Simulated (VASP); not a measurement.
Method: RPBE GGA, VASP's PBE PAW potentials (set 64) (plane waves; VASP).

VASP input:

**POSCAR**
```
SnTe
1
   -0.0000000000     3.2399323289     3.2399323289
    3.2399323289     0.0000000000     3.2399323289
    3.2399323289     3.2399323289    -0.0000000000
Sn Te
1 1
Direct
  0.0000000000   0.0000000000   0.0000000000
  0.5000000000   0.5000000000   0.5000000000
```

### INCAR
```
# general
SYSTEM   =  SnTe
PREC     =  Accurate
ENCUT    =  520
LREAL    =  F
LASPH    =  T

# electronic loop
EDIFF    =  1E-6
NELM     =  100
ALGO     =  Normal
LMAXMIX  =  4

# smearing
ISMEAR   =  0
SIGMA    =  0.05

# functional
GGA      =  RP

# ions
IBRION   =  2
NSW      =  60
ISIF     =  3
EDIFFG   =  -0.01

# output
LWAVE    =  F
LCHARG   =  F
```

KPOINTS:
```
Automatic mesh
0
Gamma
6 6 6
0 0 0
```

POTCAR, in this order: Sn_d Te (PBE.64 set). Program: vasp_std.

Output

### OSZICAR
```
       N       E                     dE             d eps       ncg     rms          rms(c)
DAV:   1     0.125591789639E+03    0.12559E+03   -0.96310E+03   448   0.158E+03
DAV:   2     0.440576876114E+01   -0.12119E+03   -0.11907E+03   466   0.367E+02
DAV:   3    -0.664151066971E+01   -0.11047E+02   -0.10951E+02   574   0.101E+02
DAV:   4    -0.693551001000E+01   -0.29400E+00   -0.29392E+00   496   0.178E+01
DAV:   5    -0.694879774485E+01   -0.13288E-01   -0.13288E-01   634   0.376E+00    0.384E+00
DAV:   6    -0.686990810822E+01    0.78890E-01   -0.20611E-01   522   0.309E+00    0.241E+00
DAV:   7    -0.687312842056E+01   -0.32203E-02   -0.73311E-02   532   0.144E+00    0.927E-01
DAV:   8    -0.687538797781E+01   -0.22596E-02   -0.92493E-03   460   0.909E-01    0.178E-01
DAV:   9    -0.687552860835E+01   -0.14063E-03   -0.78126E-04   592   0.301E-01    0.652E-02
DAV:  10    -0.687564751218E+01   -0.11890E-03   -0.20208E-04   448   0.100E-01    0.238E-02
DAV:  11    -0.687567376892E+01   -0.26257E-04   -0.77928E-05   454   0.703E-02    0.184E-02
DAV:  12    -0.687567389327E+01   -0.12435E-06   -0.37041E-06   574   0.132E-02
   1 F= -.68756739E+01 E0= -.68756447E+01  d E =-.687567E+01
       N       E                     dE             d eps       ncg     rms          rms(c)
DAV:   1    -0.687640940858E+01   -0.73564E-03   -0.15627E-02   538   0.200E+00    0.146E-01
DAV:   2    -0.687587693545E+01    0.53247E-03   -0.89103E-04   544   0.492E-01    0.639E-02
DAV:   3    -0.687574065884E+01    0.13628E-03   -0.41890E-04   552   0.309E-01    0.138E-02
DAV:   4    -0.687573543340E+01    0.52254E-05   -0.10502E-05   462   0.349E-02    0.119E-02
DAV:   5    -0.687573153509E+01    0.38983E-05   -0.18931E-06   372   0.111E-02    0.228E-03
DAV:   6    -0.687573147370E+01    0.61388E-07   -0.24787E-07   224   0.846E-03
   2 F= -.68757315E+01 E0= -.68757073E+01  d E =-.575804E-04
```

**OUTCAR**
```
------------------------ aborting loop because EDIFF is reached ----------------------------------------
  FORCE on cell =-STRESS in cart. coord.  units (eV):
  Direction    XX          YY          ZZ          XY          YZ          ZX
  --------------------------------------------------------------------------------------
  Total        0.0141950      0.0141950      0.0141950      0.0000000     -0.0000000      0.0000000
  in kB        0.3336719      0.3336719      0.3336719      0.0000000     -0.0000000      0.0000000
  external PRESSURE =       0.3336719 kB  Pullay stress =       0.0000000 kB
  volume of cell :       68.16
      direct lattice vectors                 reciprocal lattice vectors
    -0.000000000  3.242141445  3.242141445    -0.154219058  0.154219058  0.154219058
     3.242141445  0.000000000  3.242141445     0.154219058 -0.154219058  0.154219058
     3.242141445  3.242141445 -0.000000000     0.154219058  0.154219058 -0.154219058
 POSITION                                       TOTAL-FORCE (eV/Angst)
 -----------------------------------------------------------------------------------
      3.24214      0.00000      3.24214         0.000000      0.000000      0.000000
      3.24214      3.24214      3.24214        -0.000000     -0.000000     -0.000000
 -----------------------------------------------------------------------------------
    total drift:                                0.000000      0.000000      0.000000
  FREE ENERGIE OF THE ION-ELECTRON SYSTEM (eV)
  ---------------------------------------------------
  free  energy   TOTEN  =        -6.8757314737 eV

  energy  without entropy=       -6.8756830301  energy(sigma->0) =       -6.87570725

 reached required accuracy - stopping structural energy minimisation
```
(Selected blocks of OUTCAR.)

**CONTCAR**
```
SnTe
   1.00000000000000
    -0.0000000000000000    3.2421414450139654    3.2421414450139654
     3.2421414450139654    0.0000000000000000    3.2421414450139654
     3.2421414450139654    3.2421414450139654   -0.0000000000000000
  Sn              Te
     1     1
Direct
     0.0000000000000000    1.0000000000000000    0.0000000000000000
     0.5000000000000000    0.5000000000000000    0.5000000000000000
```

The compound is SnTe in the rock salt structure, which distorts at low temperature. This run relaxes it. Symmetry was kept, so distortions that lower it aren't found. The start is the result of an earlier pass.
